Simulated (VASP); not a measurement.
```
ZnS
1.0
    1.96738    -3.40761     0.00000
    1.96738     3.40761     0.00000
    0.00000     0.00000     6.45856
Zn S
2 2
Direct
  0.66667   0.33333   0.50031
  0.33333   0.66667   0.00031
  0.66667   0.33333   0.87469
  0.33333   0.66667   0.37469
```

All values below come from vdW-DF2, VASP's PBE PAW potentials (set 64) (plane waves; VASP 6.6.1). Numerical set-up: 520 eV cut-off, Gaussian smearing of 0.050 eV, potentials Zn S.

Problem. Give the energies of bands 8 to 21 at the high-symmetry points, in eV from the valence-band maximum.

Solution. 
```
band      Γ      M      K      A      L      H
----  -----  -----  -----  -----  -----  -----
8     -5.83  -5.87  -5.85  -6.10  -5.89  -5.85
9     -5.83  -5.78  -5.82  -5.79  -5.77  -5.82
10    -5.77  -5.74  -5.79  -5.79  -5.77  -5.82
11    -5.77  -5.66  -5.58  -5.79  -5.63  -5.54
12    -5.64  -5.62  -5.58  -5.79  -5.63  -5.54
13    -4.69  -4.41  -3.94  -2.68  -4.41  -4.30
14    -0.74  -3.76  -3.94  -2.68  -4.41  -4.30
15    -0.74  -2.78  -3.24  -0.39  -1.38  -2.57
16    -0.07  -1.86  -1.94  -0.39  -1.38  -2.57
17     0.00  -1.39  -1.94  -0.39  -1.34  -1.13
18     0.00  -0.73  -1.76  -0.39  -1.34  -1.13
19     1.59   3.67   4.55   3.14   3.41   4.28
20     2.85   3.87   5.30   3.14   3.41   4.28
21     6.39   5.18   5.30   6.57   5.32   6.33
```

The gap is direct, 1.59 eV, from the valence maximum at Γ to the conduction minimum at Γ.

Measured: gap 3.91 eV (computed value off by -2.32 eV), as given by Mehmet Aras et al., The Journal of Chemical Physics (2014), arXiv:1312.4272.

The compound is ZnS in the wurtzite structure, the high-temperature form. It was relaxed first, which changed the volume by +9 %.
